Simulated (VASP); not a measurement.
Data:

```
ReS
1.0
    0.00000     2.49116     2.49116
    2.49116     0.00000     2.49116
    2.49116     2.49116     0.00000
S Re
1 1
Direct
  0.00000   0.00000   0.00000
  0.50000   0.50000   0.50000
```

These are PBE GGA, VASP's PBE PAW potentials (set 64) (plane waves; VASP 6.6.1) values and carry that method's errors. Settings: 400 eV cut-off, KSPACING 0.25 per Å, Gaussian smearing of 0.050 eV, potentials S Re.

Question: Give the stress tensor in GPa (positive for a compressed cell).

Answer: 
```
-5.49   0.00   0.00
 0.00  -5.49   0.00
 0.00   0.00  -5.49
```
The pressure is its mean diagonal, -5.49 GPa.

The structure was generated: ReS was put into the rocksalt type (Fm-3m), which need not be its known phase. The cell was not relaxed at this level. The run is one of a series of settings (KGAMMA = .TRUE., KSPACING = 0.25, KPOINTS file removed against the base run), some of them coarse on purpose. The electron count is odd and the run is not spin-polarised, which forces a metal.
